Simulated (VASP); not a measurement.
Output of a VASP run:

File OSZICAR:
```
       N       E                     dE             d eps       ncg     rms          rms(c)
DAV:   1     0.112831068900E+03    0.11283E+03   -0.97882E+03  4368   0.152E+03
DAV:   2    -0.180155463445E+02   -0.13085E+03   -0.12745E+03  5033   0.375E+02
DAV:   3    -0.220428590567E+02   -0.40273E+01   -0.39899E+01  5446   0.608E+01
DAV:   4    -0.220851820887E+02   -0.42323E-01   -0.42304E-01  4716   0.660E+00
DAV:   5    -0.220855679501E+02   -0.38586E-03   -0.38574E-03  5256   0.648E-01    0.283E+01
DAV:   6    -0.191089764699E+02    0.29766E+01   -0.10538E+01  4948   0.320E+01    0.675E+00
DAV:   7    -0.189993114837E+02    0.10966E+00   -0.58392E-01  4638   0.664E+00    0.535E+00
DAV:   8    -0.189718776985E+02    0.27434E-01   -0.94867E-02  4793   0.303E+00    0.773E-01
DAV:   9    -0.189710190119E+02    0.85869E-03   -0.34115E-03  4788   0.552E-01    0.160E-01
DAV:  10    -0.189709783807E+02    0.40631E-04   -0.37873E-04  5063   0.252E-01    0.600E-02
DAV:  11    -0.189709782125E+02    0.16819E-06   -0.13405E-05  4773   0.401E-02    0.992E-03
DAV:  12    -0.189709773442E+02    0.86832E-06   -0.44383E-06  4683   0.238E-02    0.116E-03
DAV:  13    -0.189709774244E+02   -0.80164E-07   -0.68088E-08  3089   0.286E-03
   1 F= -.18970977E+02 E0= -.18971044E+02  d E =-.189710E+02
       N       E                     dE             d eps       ncg     rms          rms(c)
DAV:   1    -0.189765798111E+02   -0.56025E-02   -0.20688E-01  4373   0.543E+00    0.380E-01
DAV:   2    -0.189723863900E+02    0.41934E-02   -0.88110E-03  4653   0.918E-01    0.203E-01
DAV:   3    -0.189708614813E+02    0.15249E-02   -0.31839E-03  4723   0.510E-01    0.667E-02
DAV:   4    -0.189708426691E+02    0.18812E-04   -0.14792E-04  4873   0.119E-01    0.281E-02
DAV:   5    -0.189708391577E+02    0.35114E-05   -0.15130E-05  4683   0.372E-02    0.670E-03
DAV:   6    -0.189708385598E+02    0.59786E-06   -0.20388E-06  4908   0.138E-02    0.193E-03
DAV:   7    -0.189708385578E+02    0.20686E-08   -0.71473E-08  2424   0.288E-03
   2 F= -.18970839E+02 E0= -.18970883E+02  d E =0.138867E-03
       N       E                     dE             d eps       ncg     rms          rms(c)
DAV:   1    -0.189730269484E+02   -0.21884E-02   -0.59841E-02  4373   0.292E+00    0.204E-01
DAV:   2    -0.189718214787E+02    0.12055E-02   -0.25391E-03  4658   0.493E-01    0.110E-01
DAV:   3    -0.189713716784E+02    0.44980E-03   -0.95042E-04  4728   0.278E-01    0.345E-02
DAV:   4    -0.189713674476E+02    0.42308E-05   -0.41244E-05  4843   0.626E-02    0.147E-02
DAV:   5    -0.189713667065E+02    0.74109E-06   -0.41733E-06  4743   0.193E-02    0.349E-03
DAV:   6    -0.189713665585E+02    0.14800E-06   -0.59309E-07  4893   0.734E-03    0.103E-03
DAV:   7    -0.189713665436E+02    0.14943E-07   -0.21985E-08  2204   0.159E-03
   3 F= -.18971367E+02 E0= -.18971426E+02  d E =-.389119E-03
```

### OUTCAR
```
------------------------ aborting loop because EDIFF is reached ----------------------------------------
  FORCE on cell =-STRESS in cart. coord.  units (eV):
  Direction    XX          YY          ZZ          XY          YZ          ZX
  --------------------------------------------------------------------------------------
  Total       -2.7793417     -2.7793418     -2.7796732      0.0000000      0.0000000     -0.0000000
  in kB     -200.5663795   -200.5663907   -200.5903039      0.0000000      0.0000000     -0.0000000
  external PRESSURE =    -200.5743580 kB  Pullay stress =       0.0000000 kB
  volume of cell :       22.20
      direct lattice vectors                 reciprocal lattice vectors
     1.488491824 -2.578143538 -0.000000000     0.335910478 -0.193937999 -0.000000000
     1.488491824  2.578143538 -0.000000000     0.335910478  0.193937999 -0.000000000
     0.000000000  0.000000000  2.892749626     0.000000000  0.000000000  0.345691860
 POSITION                                       TOTAL-FORCE (eV/Angst)
 -----------------------------------------------------------------------------------
      0.00000     -0.00000     -0.00000        -0.000000     -0.000000      0.000000
      1.48849      0.85938      1.44637         0.000000      0.000000      0.000000
 -----------------------------------------------------------------------------------
    total drift:                               -0.000000     -0.000401      0.000000
  FREE ENERGIE OF THE ION-ELECTRON SYSTEM (eV)
  ---------------------------------------------------
  free  energy   TOTEN  =       -18.9713665436 eV

  energy  without entropy=      -18.9715449104  energy(sigma->0) =      -18.97142600

 reached required accuracy - stopping structural energy minimisation
```
(Selected blocks of OUTCAR.)

### POSCAR
```
WC
1
    1.4867015812    -2.5750427513     0.0000000000
    1.4867015812     2.5750427513     0.0000000000
    0.0000000000     0.0000000000     2.8997205447
W C
1 1
Direct
  0.0000000000   0.0000000000   0.0000000000
  0.3333330000   0.6666670000   0.5000000000
```

Problem. Reconstruct the remaining input files.

Solution. Several could match; the one computed here: the input of the run itself, rev-vdW-DF2, plane waves, VASP's PBE PAW potentials (set 64).

**KPOINTS**
```
Automatic mesh
0
Gamma
14 14 13
0 0 0
```

**INCAR**
```
NSW = 30
EDIFF = 1E-7   ! SCF stop (eV)
SIGMA = 0.1   ! width (eV)
PARAM2 = 0.7114
EDIFFG = -0.01   ! ionic stop
PARAM1 = 0.1234568
LWAVE = F
LCHARG = F
LREAL = F   ! projection in real space or not
LASPH = T
LMAXMIX = 6   ! l cut-off of mixed one-centre charges
GGA = MK
ISIF = 4   ! ions and shape, fixed volume
LUSE_VDW = T
IBRION = 2
ALGO = Normal   ! blocked Davidson
ZAB_VDW = -1.8867
ISMEAR = 1
ENCUT = 520   ! plane-wave cut-off (eV)
AGGAC = 0.0
PREC = Accurate
NELM = 100
SYSTEM = WC
```

POTCAR, in this order: W_sv C (PBE.64 set). Program: vasp_std.

The compound is WC in the wc structure. This cell is one point of a volume scan, at 1.06 of the reference volume. Symmetry was kept, so distortions that lower it aren't found.
